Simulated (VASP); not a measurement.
## C (Diamond): what moves the LDA gap besides the functional

How far does the LDA gap of C (Diamond) depend on cutoff, mesh and cell? The starting structure is a measured crystal structure from the Crystallography Open Database. Cell and atoms stay as given unless a step says otherwise.

Method: Kohn-Sham DFT with plane waves and PAW; LDA, in VASP 6.6.1.

## 1. Starting point

Symmetry: Fd-3m, No. 227, cubic system. The conventional cell has a = 3.567 Å, b = 3.567 Å, c = 3.567 Å, α = 90.00°, β = 90.00°, γ = 90.00°. C has 4 C at 1.54 Å nearest.

As a file:

```cif
data_structure
_symmetry_space_group_name_H-M 'P 1'
_symmetry_Int_Tables_number 1
_cell_length_a 2.5221
_cell_length_b 2.5221
_cell_length_c 2.5221
_cell_angle_alpha 60.000
_cell_angle_beta 60.000
_cell_angle_gamma 60.000
_cell_volume 11.34
loop_
_atom_site_label
_atom_site_type_symbol
_atom_site_fract_x
_atom_site_fract_y
_atom_site_fract_z
_atom_site_occupancy
C1 C 0.75000 0.75000 0.75000 1
C2 C 0.50000 0.50000 0.50000 1
```

## 2. Reference bands

Input file INCAR:

```
SYSTEM = C
PREC = Accurate
ENCUT = 460
EDIFF = 1E-06
NELM = 100
ISMEAR = 0
SIGMA = 0.03
LREAL = .FALSE.
ALGO = Normal
GGA = CA
NBANDS = 16
LORBIT = 11
LWAVE = .FALSE.
LCHARG = .FALSE.
KPAR = 4
LASPH = .TRUE.
```

Input file POSCAR:

```
C
1.0
    0.0000000000      1.7833700000      1.7833700000
    1.7833700000      0.0000000000      1.7833700000
    1.7833700000      1.7833700000      0.0000000000
C
2
Direct
    0.7500000000      0.7500000000      0.7500000000
    0.5000000000      0.5000000000      0.5000000000
```

Input file KPOINTS:

```
Automatic mesh
0
Gamma
10 10 10
0 0 0
```

Input file KPOINTS_OPT:

```
Line mode
10
Line-mode
Reciprocal
  0.00000000   0.00000000   0.00000000 GAMMA
  0.50000000   0.00000000   0.50000000 X

  0.50000000   0.00000000   0.50000000 X
  0.50000000   0.25000000   0.75000000 W

  0.50000000   0.25000000   0.75000000 W
  0.37500000   0.37500000   0.75000000 K

  0.37500000   0.37500000   0.75000000 K
  0.00000000   0.00000000   0.00000000 GAMMA

  0.00000000   0.00000000   0.00000000 GAMMA
  0.50000000   0.50000000   0.50000000 L

  0.50000000   0.50000000   0.50000000 L
  0.62500000   0.25000000   0.62500000 U

  0.62500000   0.25000000   0.62500000 U
  0.50000000   0.25000000   0.75000000 W

  0.50000000   0.25000000   0.75000000 W
  0.50000000   0.50000000   0.50000000 L

  0.50000000   0.50000000   0.50000000 L
  0.37500000   0.37500000   0.75000000 K

  0.62500000   0.25000000   0.62500000 U
  0.50000000   0.00000000   0.50000000 X
```

PAW data sets: C (LDA family, release 64).

Started as:

```
$ mpirun -np 4 vasp_std
```

What it wrote:

```text
[banner, memory and clock lines left out]
running    4 mpi-ranks, on    1 nodes
 distrk:  each k-point on    1 cores,    4 groups
 distr:  one band on    1 cores,    1 groups

 POSCAR found type information on POSCAR C
 POSCAR found :  1 types and       2 ions
 LDA part: xc-table for (Slater(with rela. corr.)+CA(PZ))
 , standard interpolation
 POSCAR, INCAR and KPOINTS ok, starting setup
 FFT: planning ... GRIDC
 FFT: planning ... GRID_SOFT
 FFT: planning ... GRID
 WAVECAR not read
 entering main loop
       N       E                     dE             d eps       ncg     rms          rms(c)
DAV:   1     0.116199713263E+01    0.11620E+01   -0.40500E+03  1560   0.435E+02
DAV:   2    -0.207531044473E+02   -0.21915E+02   -0.21250E+02  2016   0.108E+02
DAV:   3    -0.210389787057E+02   -0.28587E+00   -0.28578E+00  1656   0.935E+00
DAV:   4    -0.210392006369E+02   -0.22193E-03   -0.22193E-03  1992   0.336E-01
DAV:   5    -0.210392008418E+02   -0.20489E-06   -0.20491E-06  1696   0.846E-03    0.573E+00
DAV:   6    -0.204455145515E+02    0.59369E+00   -0.20791E-01  1656   0.267E+00    0.332E+00
DAV:   7    -0.202379939826E+02    0.20752E+00   -0.26468E-01  1776   0.298E+00    0.745E-01
DAV:   8    -0.202379596935E+02    0.34289E-04   -0.10362E-02  1688   0.616E-01    0.731E-02
DAV:   9    -0.202379100315E+02    0.49662E-04   -0.57063E-05  1856   0.461E-02    0.234E-02
DAV:  10    -0.202379121563E+02   -0.21248E-05   -0.39802E-06  1872   0.124E-02    0.547E-03
DAV:  11    -0.202379119945E+02    0.16181E-06   -0.24693E-07  1000   0.284E-03
   1 F= -.20237912E+02 E0= -.20237912E+02  d E =-.459592E-69
 Start KPOINTS_OPT (optional k-point list driver)
k-point batch [1-47\100]
       N       E                     dE             ncg
DAV:   1     0.141920736138E+04   -0.12814E+05     1568
DAV:   2     0.485007114032E+03   -0.93420E+03     1984
DAV:   3     0.471576628741E+03   -0.13430E+02     1672
DAV:   4     0.471566348120E+03   -0.10281E-01     2016
DAV:   5     0.471566339062E+03   -0.90575E-05     1656
DAV:   6     0.471566339052E+03   -0.98792E-08     1632
[...]
k-point batch [95-100\100]
       N       E                     dE             ncg
DAV:   1     0.171373582803E+05   -0.24474E+04      200
DAV:   2     0.170071553502E+05   -0.13020E+03      248
DAV:   3     0.170056265731E+05   -0.15288E+01      248
DAV:   4     0.170056256645E+05   -0.90855E-03      256
DAV:   5     0.170056256639E+05   -0.57040E-06      224
```

The job ended after 2.2 s (4 MPI ranks of Intel Xeon 6975P-C (Granite Rapids), shared host; peak memory 0.43 GiB).

Lines that name or quote the potential files are left out of all logs, and their timing lines are given in words.

OUTCAR, selected parts (step 2):

```text
ion  position               nearest neighbor table
   1  0.750  0.750  0.750-   2 1.54   2 1.54   2 1.54   2 1.54
   2  0.500  0.500  0.500-   1 1.54   1 1.54   1 1.54   1 1.54

  LATTYP: Found a face centered cubic cell.
 ALAT       =     3.5667400000

 Subroutine GETGRP returns: Found 48 space group operations
 (whereof 24 operations were pure point group operations)

The static configuration has the point symmetry T_d .
 The point group associated with its full space group is O_h .

 Found     47 irreducible k-points:

   k-points           NKPTS =     47   k-points in BZ     NKDIM =     47   number of bands    NBANDS=     16

   dimension x,y,z NGX =    18 NGY =   18 NGZ =   18
   dimension x,y,z NGXF=    36 NGYF=   36 NGZF=   36

   ENCUT  =  460.0 eV  33.81 Ry    5.81 a.u.   4.41  4.41  4.41*2*pi/ulx,y,z

   NELECT =       8.0000    total number of electrons

 k-points in reciprocal lattice and weights: Automatic mesh
   0.00000000  0.00000000  0.00000000       0.001
   0.10000000  0.00000000  0.00000000       0.008
   0.20000000  0.00000000  0.00000000       0.008
   0.30000000  0.00000000  0.00000000       0.008
   0.40000000  0.00000000  0.00000000       0.008
   0.50000000  0.00000000  0.00000000       0.004
   0.10000000  0.10000000  0.00000000       0.006
   0.20000000  0.10000000  0.00000000       0.024
   0.30000000  0.10000000  0.00000000       0.024
[...]
-0.30000000  0.40000000  0.20000000       0.024
  -0.30000000  0.50000000  0.20000000       0.012

 average (electrostatic) potential at core
       1 -49.5067       2 -49.5067

 E-fermi :  10.0906

 k-point     1 :       0.0000    0.0000    0.0000
  band No.  band energies     occupation
      1     -11.5944      2.00000
      2       9.7235      2.00000
      3       9.7235      2.00000
      4       9.7235      2.00000
      5      15.2711      0.00000
      6      15.2711      0.00000
      7      15.2711      0.00000
      8      23.2800      0.00000
      9      28.7278      0.00000
    ...

 k-point     2 :       0.1000    0.0000    0.0000
  band No.  band energies     occupation
      1     -11.3180      2.00000
      2       8.0671      2.00000
      3       9.2784      2.00000
      4       9.2784      2.00000
      5      15.8535      0.00000
      6      15.8535      0.00000
      7      16.2185      0.00000
      8      23.4696      0.00000
      9      29.1593      0.00000
    ...

 k-point     3 :       0.2000    0.0000    0.0000
  band No.  band energies     occupation
      1     -10.4932      2.00000
      2       4.8891      2.00000
      3       8.4055      2.00000
      4       8.4055      2.00000
      5      16.9734      0.00000
      6      16.9734      0.00000
      7      17.4761      0.00000
      8      23.9939      0.00000
      9      29.9060      0.00000
    ...

  Total       -0.8405044     -0.8405044     -0.8405044      0.0000000     -0.0000000     -0.0000000
  in kB     -118.7124301   -118.7124301   -118.7124301      0.0000000     -0.0000000     -0.0000000
  external PRESSURE =    -118.7124301 kB  Pullay stress =       0.0000000 kB

  energy-cutoff  :      460.00
  volume of cell :       11.34
      direct lattice vectors                 reciprocal lattice vectors
     0.000000000  1.783370000  1.783370000    -0.280368067  0.280368067  0.280368067
     1.783370000  0.000000000  1.783370000     0.280368067 -0.280368067  0.280368067
     1.783370000  1.783370000  0.000000000     0.280368067  0.280368067 -0.280368067

 POSITION                                       TOTAL-FORCE (eV/Angst)
 -----------------------------------------------------------------------------------
      2.67505      2.67505      2.67505        -0.000000     -0.000000     -0.000000
      1.78337      1.78337      1.78337         0.000000      0.000000      0.000000
 -----------------------------------------------------------------------------------
    total drift:                                0.000000     -0.000000      0.000000

  FREE ENERGIE OF THE ION-ELECTRON SYSTEM (eV)
  ---------------------------------------------------
  free  energy   TOTEN  =       -20.2379119945 eV

  energy  without entropy=      -20.2379119945  energy(sigma->0) =      -20.23791199

 total charge
# of ion       s       p       d       tot
------------------------------------------
    1        0.821   1.753   0.000   2.574
    2        0.821   1.753   0.000   2.574
--------------------------------------------------
tot          1.641   3.507   0.000   5.148

[... 3 further parts left out ...]
```

At this level the cell is under a tension of 11.9 GPa, so at these settings it is away from equilibrium.

The reference gap is 4.115 eV.

## 3. Bands with cell and atoms relaxed by LDA

Against step 2 the input has another starting structure. The cell comes from a relaxation at this level, not shown (11.05 Å³).

INCAR is that of step 2.

Input file POSCAR:

```
C
1.0
    0.0000000000      1.7679206154      1.7679206154
    1.7679206154      0.0000000000      1.7679206154
    1.7679206154      1.7679206154      0.0000000000
C
2
Direct
    0.7500000000      0.7500000000      0.7500000000
    0.5000000000      0.5000000000      0.5000000000
```

KPOINTS is that of step 2.

KPOINTS_OPT is that of step 2.

Started as:

```
$ mpirun -np 4 vasp_std
```

What it wrote:

```text
[... set-up lines as in an earlier step ...]
 entering main loop
       N       E                     dE             d eps       ncg     rms          rms(c)
DAV:   1     0.561183665501E+00    0.56118E+00   -0.40687E+03  1584   0.436E+02
DAV:   2    -0.208406204188E+02   -0.21402E+02   -0.20755E+02  2008   0.108E+02
DAV:   3    -0.211078164601E+02   -0.26720E+00   -0.26713E+00  1680   0.915E+00
DAV:   4    -0.211080093771E+02   -0.19292E-03   -0.19292E-03  2008   0.318E-01
[...]
DAV:   9    -0.202481853846E+02    0.53209E-04   -0.60098E-05  1904   0.472E-02    0.245E-02
DAV:  10    -0.202481875083E+02   -0.21236E-05   -0.41316E-06  1848   0.127E-02    0.543E-03
DAV:  11    -0.202481873462E+02    0.16209E-06   -0.23928E-07  1080   0.280E-03
   1 F= -.20248187E+02 E0= -.20248187E+02  d E =-.331136E-12
 Start KPOINTS_OPT (optional k-point list driver)
k-point batch [1-47\100]
       N       E                     dE             ncg
DAV:   1     0.156027048934E+04   -0.12456E+05     1544
DAV:   2     0.572178692047E+03   -0.98809E+03     1944
DAV:   3     0.559355198325E+03   -0.12823E+02     1752
DAV:   4     0.559346609958E+03   -0.85884E-02     1904
DAV:   5     0.559346602947E+03   -0.70116E-05     1744
DAV:   6     0.559346602938E+03   -0.85201E-08     1552
[...]
k-point batch [95-100\100]
       N       E                     dE             ncg
DAV:   1     0.174821906477E+05   -0.25438E+04      192
DAV:   2     0.173635417828E+05   -0.11865E+03      272
DAV:   3     0.173619809533E+05   -0.15608E+01      224
DAV:   4     0.173619800461E+05   -0.90724E-03      264
DAV:   5     0.173619800455E+05   -0.61099E-06      216
```

Wall time 2.8 s (4 MPI ranks); peak memory 0.45 GiB; 7.9 s of CPU time.

Parts of OUTCAR (step 3):

```text
  Total       -0.0177711     -0.0177711     -0.0177711      0.0000000      0.0000000      0.0000000
  in kB       -2.5763542     -2.5763542     -2.5763542      0.0000000      0.0000000      0.0000000
  external PRESSURE =      -2.5763542 kB  Pullay stress =       0.0000000 kB

 POSITION                                       TOTAL-FORCE (eV/Angst)
 -----------------------------------------------------------------------------------
      2.65188      2.65188      2.65188        -0.000000     -0.000000     -0.000000
      1.76792      1.76792      1.76792         0.000000      0.000000      0.000000
 -----------------------------------------------------------------------------------
    total drift:                                0.000000     -0.000000      0.000000

  FREE ENERGIE OF THE ION-ELECTRON SYSTEM (eV)
  ---------------------------------------------------
  free  energy   TOTEN  =       -20.2481873462 eV

  energy  without entropy=      -20.2481873462  energy(sigma->0) =      -20.24818735

[... 1 part as in an earlier step ...]

[... 2 further parts left out ...]
[key lines of the parts left out:]
E-fermi :  10.2392
```

With cell and atoms relaxed by LDA the gap is 4.177 eV, +0.062 eV from the reference.

## 4. Bands with no band path

Against step 2 the input has no band path (also changed: NBANDS).

Changes to INCAR since step 3:

```diff
@@ -10,3 +10,3 @@
 GGA = CA
-NBANDS = 16
+NBANDS = 10
 LORBIT = 11
```

Input file POSCAR:

```
C
1.0
    0.0000000000      1.7833700000      1.7833700000
    1.7833700000      0.0000000000      1.7833700000
    1.7833700000      1.7833700000      0.0000000000
C
2
Direct
    0.7500000000      0.7500000000      0.7500000000
    0.5000000000      0.5000000000      0.5000000000
```

KPOINTS is that of step 3.

Started as:

```
$ mpirun -np 4 vasp_std
```

What it wrote:

```text
[... set-up lines as in an earlier step ...]
 entering main loop
       N       E                     dE             d eps       ncg     rms          rms(c)
DAV:   1    -0.367440892361E+01   -0.36744E+01   -0.46874E+03  1014   0.702E+02
DAV:   2    -0.207509002478E+02   -0.17076E+02   -0.16437E+02  1210   0.118E+02
DAV:   3    -0.210386676990E+02   -0.28777E+00   -0.28705E+00  1094   0.126E+01
DAV:   4    -0.210392001743E+02   -0.53248E-03   -0.53246E-03  1014   0.652E-01
[...]
DAV:   9    -0.202379104594E+02    0.10200E-04   -0.30177E-05  1038   0.456E-02    0.198E-02
DAV:  10    -0.202379120335E+02   -0.15741E-05   -0.17200E-06   984   0.115E-02    0.440E-03
DAV:  11    -0.202379119802E+02    0.53295E-07   -0.55958E-08   510   0.195E-03
   1 F= -.20237912E+02 E0= -.20237912E+02  d E =-.231715E-23
```

Elapsed: 1.6 s, on 4 MPI ranks; peak memory 0.41 GiB; 3.4 s of CPU time.

Parts of OUTCAR (step 4):

```text
  Total       -0.8408660     -0.8408660     -0.8408660     -0.0000000     -0.0000000      0.0000000
  in kB     -118.7635043   -118.7635043   -118.7635043     -0.0000000     -0.0000000      0.0000000
  external PRESSURE =    -118.7635043 kB  Pullay stress =       0.0000000 kB

 POSITION                                       TOTAL-FORCE (eV/Angst)
 -----------------------------------------------------------------------------------
      2.67505      2.67505      2.67505         0.000000      0.000000      0.000000
      1.78337      1.78337      1.78337        -0.000000      0.000000     -0.000000
 -----------------------------------------------------------------------------------
    total drift:                                0.000000     -0.000000      0.000000

  FREE ENERGIE OF THE ION-ELECTRON SYSTEM (eV)
  ---------------------------------------------------
  free  energy   TOTEN  =       -20.2379119802 eV

  energy  without entropy=      -20.2379119802  energy(sigma->0) =      -20.23791198

[... 1 part as in an earlier step ...]

[... 2 further parts left out ...]
[key lines of the parts left out:]
E-fermi :   9.9238
```

With no band path the gap is 4.135 eV, +0.020 eV from the reference, read on the mesh alone.

(Continued in part 2 of 2.)

[Lines on the potential files, build, host, timing and source positions are cut from VASP's logs without a mark.]

[Logs are printed without paths, hosts, clocks, repeated set-up lines and the standing remarks that a program may print on its own settings, such as how far it seeks lower states.]

[Hosts, paths, dates, database ids (printed as entryN), source tags and the programs' standing remarks are cut or masked in the printed files.]
